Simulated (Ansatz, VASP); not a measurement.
CsMgF3: VASP beside Ansatz

```
Cs Mg F
1.0
     4.25231    0.00000    0.00000
     0.00000    4.25231    0.00000
     0.00000    0.00000    4.25231
Cs Mg F
1 1 3
Direct
  0.00000 0.00000 0.00000
  0.50000 0.50000 0.50000
  0.00000 0.50000 0.50000
  0.50000 0.00000 0.50000
  0.50000 0.50000 0.00000
```

The cell comes from a database or a generator and needn't be the stable form of this composition.

Alike in both runs: task single point; functional LDA; k mesh 4 × 4 × 4; no spin polarisation.

|  | VASP | Ansatz |
| --- | --- | --- |
| version | VASP 6.6.1 | Ansatz 0.2.0 |
| potentials or method | VASP PAW LDA potentials, release 64 (Cs_sv, Mg, F) | plane waves, PAW |
| plane-wave cutoff (eV) | 520 | 435 |
| occupations | gaussian, width 0.01 eV | fixed |
| valence electrons in the cell | 32 | 40 |

```csv
,VASP,Ansatz,Ansatz less VASP
gap on the k mesh at the Fermi level (eV),6.35,6.38,+0.033
```

The two sets of potentials don't hold the same shells in valence.

Caveats: spin-orbit coupling is left out, which moves the levels of the heavy elements.
